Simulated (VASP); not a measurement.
OSZICAR of a VASP run on TlSnCl₃ (space group Pm-3m):

**OSZICAR**
```
       N       E                     dE             d eps       ncg     rms          rms(c)
DAV:   1     0.355917417227E+03    0.35592E+03   -0.17151E+04   560   0.125E+03
DAV:   2     0.216075341623E+02   -0.33431E+03   -0.32394E+03   684   0.345E+02
DAV:   3    -0.174396901663E+02   -0.39047E+02   -0.37917E+02   660   0.122E+02
DAV:   4    -0.190459732694E+02   -0.16063E+01   -0.16006E+01   672   0.257E+01
DAV:   5    -0.190926712659E+02   -0.46698E-01   -0.46640E-01   720   0.431E+00    0.104E+01
DAV:   6    -0.184319446494E+02    0.66073E+00   -0.12679E+00   752   0.597E+00    0.634E+00
DAV:   7    -0.183265996175E+02    0.10535E+00   -0.50422E-01   728   0.301E+00    0.178E+00
DAV:   8    -0.183140034879E+02    0.12596E-01   -0.10240E-01   732   0.193E+00    0.269E-01
DAV:   9    -0.183121203993E+02    0.18831E-02   -0.78636E-03   732   0.551E-01    0.112E-01
DAV:  10    -0.183122449250E+02   -0.12453E-03   -0.11308E-03   612   0.183E-01    0.588E-02
DAV:  11    -0.183121633890E+02    0.81536E-04   -0.26073E-04   668   0.106E-01    0.156E-02
DAV:  12    -0.183121674896E+02   -0.41007E-05   -0.86947E-05   624   0.402E-02    0.157E-02
DAV:  13    -0.183121657986E+02    0.16911E-05   -0.76904E-06   612   0.200E-02    0.606E-03
DAV:  14    -0.183121657463E+02    0.52326E-07   -0.16350E-06   488   0.696E-03
   1 F= -.18312166E+02 E0= -.18312166E+02  d E =-.270074E-06
```

### Question
Which electronic solver shows in the log?

### Answer
It is blocked Davidson (ALGO = Normal, or the opening steps of other solvers). The INCAR had ALGO = Normal.

### Question
Can the final energy be trusted as converged?

### Answer
The calculation finished and met its thresholds. It stopped with EDIFF = 1E-6, NELM = 100 (LDA (Ceperley-Alder, Perdew-Zunger), plane waves, VASP's LDA PAW potentials (set 64)).

The structure was generated: TlSnCl3 was put into an ordered model structure, which need not be its known phase. The cell was not relaxed at this level. The run is one of a series of settings (GGA removed, POTCAR Tl_d Sn_d Cl (LDA.64 set) against the base run), some of them coarse on purpose.
